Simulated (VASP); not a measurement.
# EuAl4Si2Rh: single point with PBE

The system is EuAl4Si2Rh.

```xyz
8
Lattice="4.1760 0.0000 0.0000 0.0000 4.1760 0.0000 0.0000 0.0000 8.2890" Properties=species:S:1:pos:R:3 pbc="T T T"
Eu    0.0375   -0.0518    4.1305
Rh    0.0018   -0.0121   -0.0192
Si    2.1343    2.0817    5.3466
Si    2.0652    2.0352    2.9775
Al    2.0884   -0.0394    6.8711
Al    0.0056    2.0592    6.8502
Al    2.0739    0.0277    1.3846
Al   -0.0179    2.0653    1.4239
```

The cell isn't the ideal one: atoms moved at random, drawn with an rms of 0.05 Å.

| Property | Result |
| --- | --- |
| Program | VASP 6.6.1 |
| Task | single point |
| Functional | PBE |
| Potentials or basis | VASP PAW PBE potentials, release 64 (Eu, Rh_pv, Si, Al) |
| Cutoff | 520 eV |
| k mesh | 7 × 7 × 4 |
| Occupations | fermi-dirac, width 0.05 eV |
| Spin | collinear spin, ferromagnetic start |
| Starting moments | [7.0, 0.6, 0.0, 0.0, 0.0, 0.0, 0.0, 0.0] μB |
| Further INCAR settings | ALGO = Normal; EDIFF = 1e-07; NBANDS = 40 |

```
Pressure                                              : -0.1 GPa
Largest force                                         : 0.566 eV/Å
Band gap on the k mesh                                : none (metal or under the smearing width)
Net moment                                            : 6.91 μB per cell
Site moments                                          : Eu +6.51; Rh +0.00; Si -0.01; Al -0.00 μB
Valence electrons inside the program's atomic spheres : Eu 14.77; Rh 14.10; Si 1.69, 1.68; Al 0.78, 0.77
```

Forces in eV/Å, atoms in the order of the input:
```
Eu  -0.136  0.092  0.039
Rh  -0.086 -0.119  0.160
Si  -0.190 -0.223 -0.484
Si   0.153  0.272  0.090
Al   0.008  0.165  0.144
Al   0.158  0.036  0.347
Al   0.115 -0.359 -0.026
Al  -0.021  0.134 -0.271
```

Stress tensor (GPa, compression positive):
```
 0.52 -0.01  0.18
-0.01 -0.06  0.28
 0.18  0.28 -0.68
```

Levels at points of the mesh, in eV from the Fermi level:
Spin up:
```csv
k point,band 27,band 28,band 29,band 30,band 31,band 32,band 33,band 34
"(0.00, 0.00, 0.00)",-0.39,-0.39,-0.35,0.34,0.40,0.73,0.76,1.22
"(0.00, 0.00, 0.50)",-0.35,-0.29,-0.29,0.62,0.73,1.20,1.33,1.35
```
Spin down:
```
           k point  band 19  band 20  band 21  band 22  band 23  band 24  band 25  band 26  band 27  band 28
(0.00, 0.00, 0.00)    -2.31    -1.42    -1.30    -1.22    -0.13     0.47     0.48     0.63     1.42     3.07
(0.00, 0.00, 0.50)    -1.75    -1.71    -1.56    -0.23     0.29     0.80     1.34     1.46     1.49     2.80
```

Wall time 15 min on 1 thread of AMD EPYC 9R45 96-Core Processor (Zen 5), on a shared host, peak memory 0.95 GiB.

Caveat: spin-orbit coupling is left out, which moves the levels of the heavy elements; without U or exact exchange the open f shell lies at the Fermi level, which spoils levels, moments and volumes. The state reached can hang on the start; a lower one may exist.
